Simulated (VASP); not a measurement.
An input for Quantum ESPRESSO's pw.x (written as the equivalent of a VASP run, and not itself run):

```
&CONTROL
  calculation = 'scf'
  pseudo_dir = './pseudo'
  outdir = './out'
  tprnfor = .true.
  tstress = .true.
/
&SYSTEM
  ibrav = 0
  nat = 6
  ntyp = 2
  ecutwfc = 86
  occupations = 'smearing'
  smearing = 'fermi-dirac'
  degauss = 0.009996
  input_dft = 'pbe'
/
&ELECTRONS
  conv_thr = 7.3e-08
  electron_maxstep = 100
/
ATOMIC_SPECIES
  Ir 192.217 Ir.upf
  Se 78.971 Se.upf
CELL_PARAMETERS angstrom
     4.9961030    0.0000000    0.0000000
     0.0000000    6.0977050    0.0000000
     0.0000000    0.0000000    3.8065970
ATOMIC_POSITIONS crystal
  Ir   0.0000000  0.0000000  0.0000000
  Ir   0.5000000  0.5000000  0.5000000
  Se   0.2004000  0.3787000  0.0000000
  Se   0.7004000  0.1213000  0.5000000
  Se   0.2996000  0.8787000  0.5000000
  Se   0.7996000  0.6213000  0.0000000
K_POINTS automatic
  3 2 3 0 0 0
```

### Question
Translate this input to VASP (INCAR, KPOINTS, POSCAR, choice of POTCAR).

### Answer
Several could match; the one computed here: 
KPOINTS:
```
Automatic mesh
0
Gamma
3 2 3
0 0 0
```

### INCAR
```
SYSTEM = IrSe2
PREC = Accurate
ENCUT = 300
EDIFF = 1E-6
NELM = 100
ALGO = Normal
LREAL = .FALSE.
LASPH = .TRUE.
ISMEAR = -1
SIGMA = 0.136
GGA = PE
LMAXMIX = 6
LWAVE = .FALSE.
LCHARG = .FALSE.
ISIF = 2
```

File POSCAR:
```
IrSe2
1
    4.9961030000     0.0000000000     0.0000000000
    0.0000000000     6.0977050000     0.0000000000
    0.0000000000     0.0000000000     3.8065970000
Ir Se
2 4
Direct
  0.0000000000   0.0000000000   0.0000000000
  0.5000000000   0.5000000000   0.5000000000
  0.2004000000   0.3787000000   0.0000000000
  0.7004000000   0.1213000000   0.5000000000
  0.2996000000   0.8787000000   0.5000000000
  0.7996000000   0.6213000000   0.0000000000
```

POTCAR, in this order: Ir Se (PBE.64 set). Program: vasp_std.

What does not carry over: the potentials are each code's own (VASP's PAW set, PseudoDojo norm-conserving files in pw.x), so ENCUT and ecutwfc are chosen apart and not converted; conv_thr bounds pw.x's estimated SCF error, while EDIFF bounds the energy change between steps.

The structure was generated: IrSe2 was put into an ordered model structure, which need not be its known phase. The cell was not relaxed at this level. The k-mesh is coarse (spacing up to 0.55 per Å, 2π included), so the numbers may not be converged in it.
